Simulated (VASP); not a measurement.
The system is RuS.

```
Ru S
1.0
     0.00000    2.76430    2.76430
     2.76430    0.00000    2.76430
     2.76430    2.76430    0.00000
Ru S
1 1
Direct
  0.00000 0.00000 0.00000
  0.25000 0.25000 0.25000
```

The cell comes from a database or a generator and needn't be the stable form of this composition.

Program: VASP 6.6.1. Alike in all runs: task single point; potentials or basis VASP PAW PBE potentials, release 64 (Ru_pv, S); cell as given; k mesh 6 × 6 × 6; cutoff (eV) 520; smearing gaussian 0.05 eV.

Q: Order these runs on this cell by their pressure, lowest first.
A. level PBEsol+U; spin collinear, random start; U Ru d U = 2 eV; further INCAR settings ALGO = Fast; EDIFF = 1e-06; NBANDS = 21
B. level PBEsol+U; spin collinear, ferromagnetic start; U Ru d U = 7 eV; further INCAR settings ALGO = Fast; EDIFF = 1e-06
C. level r2SCAN+U; spin collinear, ferromagnetic start; U Ru d U = 8 eV; further INCAR settings ALGO = Normal; EDIFF = 1e-07

A: A (-20.3 GPa), B (1.0 GPa), C (7.5 GPa).

Caveats: the PAW data sets were made with another functional, which shifts forces and pressure a little.
